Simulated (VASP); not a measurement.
```xyz
2
Lattice="1.7940 -3.1074 0.0000 1.7940 3.1074 0.0000 0.0000 0.0000 5.6174" Properties=species:S:1:pos:R:3 pbc="T T T"
Gd     1.7940     1.0358     1.4044
Gd     1.7940    -1.0358     4.2131
```

Calculation: MS2 meta-GGA, VASP's PBE PAW potentials (set 64) (plane waves; VASP). Run with 520 eV cut-off, 13×13×7 Γ-centred mesh, tetrahedra with Blöchl corrections, potentials Gd_3.

The 4f electrons are frozen in the core of the lanthanide potential, so 4f levels, which can set the real gap, and their magnetism are missing.

### Question
Give the energies of bands 7 to 12 at the high-symmetry points, in eV from the Fermi level.

### Answer

| band | Γ | M | K | A | L | H |
|---|---|---|---|---|---|---|
| 7 | -4.90 | -1.78 | -1.12 | -3.25 | -1.98 | -0.60 |
| 8 | -2.19 | -1.59 | -0.58 | -3.25 | -1.98 | -0.60 |
| 9 | 1.72 | -1.11 | -0.58 | 0.99 | -0.05 | -0.40 |
| 10 | 1.76 | 0.37 | -0.32 | 0.99 | -0.05 | -0.40 |
| 11 | 1.76 | 1.42 | 1.22 | 1.65 | 2.05 | 0.75 |
| 12 | 2.13 | 1.72 | 1.22 | 1.65 | 2.05 | 0.75 |

It has no gap at this level: it comes out as a metal or semimetal.

The compound is Gd in the hcp structure. It was relaxed first, which changed the volume by -5 %.
